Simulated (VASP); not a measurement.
VASP ran on this input.

File POSCAR:
```
AlP
1
    3.4764434440     0.0000000000    -0.0000000000
   -1.7382217220     3.0106884902     0.0000000000
    0.0000000000     0.0000000000     5.6242393008
Al P
2 2
Direct
  0.0000000000   1.0000000000   1.0000000000
  0.0000000000   1.0000000000   0.5000000000
  0.3333330000   0.6666670000   0.2500000000
  0.6666670000   0.3333330000   0.7500000000
```

**INCAR**
```
SYSTEM = AlP
PREC = Accurate
ENCUT = 500
EDIFF = 1E-6
NELM = 100
ALGO = Normal
LREAL = .FALSE.
LASPH = .TRUE.
ISMEAR = 1
SIGMA = 0.1
GGA = PS
LWAVE = .FALSE.
LCHARG = .FALSE.
IBRION = 2
ISIF = 3
NSW = 40
EDIFFG = -0.02
PSTRESS = 200
```

### KPOINTS
```
Automatic mesh
0
Gamma
10 10 6
0 0 0
```

POTCAR, in this order: Al P (PBE.64 set). Program: vasp_std.

Translate this PBEsol calculation to Quantum ESPRESSO's pw.x.

One equivalent input (not run):
```
&CONTROL
  calculation = 'vc-relax'
  pseudo_dir = './pseudo'
  outdir = './out'
  tprnfor = .true.
  tstress = .true.
  nstep = 40
  forc_conv_thr = 0.00078
/
&SYSTEM
  ibrav = 0
  nat = 4
  ntyp = 2
  ecutwfc = 44
  occupations = 'smearing'
  smearing = 'methfessel-paxton'
  degauss = 0.00735
  input_dft = 'pbesol'
/
&ELECTRONS
  conv_thr = 7.3e-08
  electron_maxstep = 100
/
&IONS
/
&CELL
  press = 200
/
ATOMIC_SPECIES
  Al 26.982 Al.upf
  P 30.974 P.upf
CELL_PARAMETERS angstrom
     3.4764434    0.0000000   -0.0000000
    -1.7382217    3.0106885    0.0000000
     0.0000000    0.0000000    5.6242393
ATOMIC_POSITIONS crystal
  Al   0.0000000  1.0000000  1.0000000
  Al   0.0000000  1.0000000  0.5000000
  P    0.3333330  0.6666670  0.2500000
  P    0.6666670  0.3333330  0.7500000
K_POINTS automatic
  10 10 6 0 0 0
```
What does not carry over: the potentials are each code's own (VASP's PAW set, PseudoDojo norm-conserving files in pw.x), so ENCUT and ecutwfc are chosen apart and not converted; conv_thr bounds pw.x's estimated SCF error, while EDIFF bounds the energy change between steps; forc_conv_thr acts on force components and is met together with etot_conv_thr.

The structure was generated: AlP was put into the NiAs type type (P6_3/mmc), which need not be its known phase. This run relaxes it under an external pressure of 20 GPa. Symmetry was kept, so distortions that lower it aren't found.
